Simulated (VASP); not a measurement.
Method: LDA (Ceperley-Alder, Perdew-Zunger), VASP's LDA PAW potentials (set 64) (plane waves; VASP).

A VASP calculation is set up with these files.

**INCAR**
```
# general
SYSTEM  = LiF
PREC    = Accurate
ENCUT   = 520   # plane-wave cut-off (eV)
LREAL   = F   # projection in real space or not
LASPH   = T
NBANDS  = 27

# electronic loop
EDIFF   = 1E-7
NELM    = 100
ALGO    = Normal   # blocked Davidson

# smearing
ISMEAR  = 0   # Gaussian
SIGMA   = 0.01

# output
LWAVE   = F
LCHARG  = F
NEDOS   = 1001   # DOS grid

# other
LOPTICS = T
CSHIFT  = 0.1
```

KPOINTS:
```
Automatic mesh
0
Gamma
15 15 15
0 0 0
```

File POSCAR:
```
LiF
2.7615640
  0.0000000000   0.7071068356   0.7071068356
  0.7071068356   0.0000000000   0.7071068356
  0.7071068356   0.7071068356   0.0000000000
Li F
1 1
direct
  0.0000000000   0.0000000000   0.0000000000
  0.5000000000   0.5000000000   0.5000000000
```

POTCAR, in this order: Li_sv F (LDA.64 set). Program: vasp_std.

Task: What will the output report for the number of irreducible k-points (NKPTS), largest plane-wave count, number of space-group operations, FFT grid (NGX, NGY, NGZ)?

Result: 
- number of irreducible k-points (NKPTS) = 120
- largest plane-wave count = 415
- number of space-group operations = 48
- FFT grid (NGX, NGY, NGZ) = 24 × 24 × 24

The compound is LiF in the rock salt structure. It was relaxed first, which changed the volume by -9 %.
